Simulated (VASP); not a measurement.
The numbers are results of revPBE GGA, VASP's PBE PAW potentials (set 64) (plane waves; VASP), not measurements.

VASP input:

File POSCAR:
```
GaAs
1
    0.0000000000     2.8972280000     2.8972280000
    2.8972280000     0.0000000000     2.8972280000
    2.8972280000     2.8972280000     0.0000000000
Ga As
1 1
Direct
  0.0000000000   0.0000000000   0.0000000000
  0.2500000000   0.2500000000   0.2500000000
```

File KPOINTS:
```
Automatic mesh
0
Gamma
7 7 7
0 0 0
```

**INCAR**
```
# general
SYSTEM   =  GaAs
PREC     =  Accurate
ENCUT    =  300   # plane-wave cut-off (eV)
LREAL    =  .False.
LASPH    =  .True.

# electronic loop
EDIFF    =  1E-6
NELM     =  100   # most electronic steps
ALGO     =  Normal
LMAXMIX  =  4

# smearing
ISMEAR   =  -1   # Fermi-Dirac
SIGMA    =  0.1   # width (eV)

# functional
GGA      =  RE

# ions
ISIF     =  2   # forces and stress, cell fixed

# output
LWAVE    =  .False.
LCHARG   =  .False.
```

POTCAR, in this order: Ga_d As (PBE.64 set). Program: vasp_std.

The resulting files:

**OSZICAR**
```
       N       E                     dE             d eps       ncg     rms          rms(c)
DAV:   1     0.643182628026E+02    0.64318E+02   -0.71282E+03   528   0.133E+03
DAV:   2    -0.326165163489E+01   -0.67580E+02   -0.65893E+02   550   0.252E+02
DAV:   3    -0.774432593450E+01   -0.44827E+01   -0.44610E+01   690   0.623E+01
DAV:   4    -0.780637600180E+01   -0.62050E-01   -0.62038E-01   553   0.796E+00
DAV:   5    -0.780771625457E+01   -0.13403E-02   -0.13402E-02   643   0.976E-01    0.276E+00
DAV:   6    -0.769162387475E+01    0.11609E+00   -0.23941E-01   794   0.835E+00    0.168E+00
DAV:   7    -0.768392468663E+01    0.76992E-02   -0.63711E-02   646   0.188E+00    0.574E-01
DAV:   8    -0.768736764894E+01   -0.34430E-02   -0.11362E-02   575   0.138E+00    0.871E-02
DAV:   9    -0.768817719885E+01   -0.80955E-03   -0.14611E-03   640   0.494E-01    0.646E-02
DAV:  10    -0.768832063852E+01   -0.14344E-03   -0.12335E-04   608   0.103E-01    0.353E-02
DAV:  11    -0.768845291403E+01   -0.13228E-03   -0.28288E-04   540   0.117E-01    0.631E-03
DAV:  12    -0.768845414676E+01   -0.12327E-05   -0.33961E-06   657   0.236E-02    0.293E-03
DAV:  13    -0.768845545149E+01   -0.13047E-05   -0.21053E-06   552   0.977E-03    0.808E-04
DAV:  14    -0.768845545776E+01   -0.62682E-08   -0.26234E-08   315   0.140E-03
   1 F= -.76884555E+01 E0= -.76874357E+01  d E =-.203947E-02
```

OUTCAR:
```
------------------------ aborting loop because EDIFF is reached ----------------------------------------
  FORCE on cell =-STRESS in cart. coord.  units (eV):
  Direction    XX          YY          ZZ          XY          YZ          ZX
  --------------------------------------------------------------------------------------
  Total       -0.0239111     -0.0239111     -0.0239111      0.0000000      0.0000000      0.0000000
  in kB       -0.7876495     -0.7876495     -0.7876495      0.0000000      0.0000000      0.0000000
  external PRESSURE =      -0.7876495 kB  Pullay stress =       0.0000000 kB
  volume of cell :       48.64
      direct lattice vectors                 reciprocal lattice vectors
     0.000000000  2.897228000  2.897228000    -0.172578755  0.172578755  0.172578755
     2.897228000  0.000000000  2.897228000     0.172578755 -0.172578755  0.172578755
     2.897228000  2.897228000  0.000000000     0.172578755  0.172578755 -0.172578755
  FREE ENERGIE OF THE ION-ELECTRON SYSTEM (eV)
  ---------------------------------------------------
  free  energy   TOTEN  =        -7.6884554578 eV

  energy  without entropy=       -7.6864159921  energy(sigma->0) =       -7.68743572
```
(Selected blocks of OUTCAR.)

At this cut-off the stress carries a Pulay error, which pulls relaxed volumes low.

The structure comes from a computed database's GaAs entry; how it stands against other phases isn't given here. The cell was not relaxed at this level.
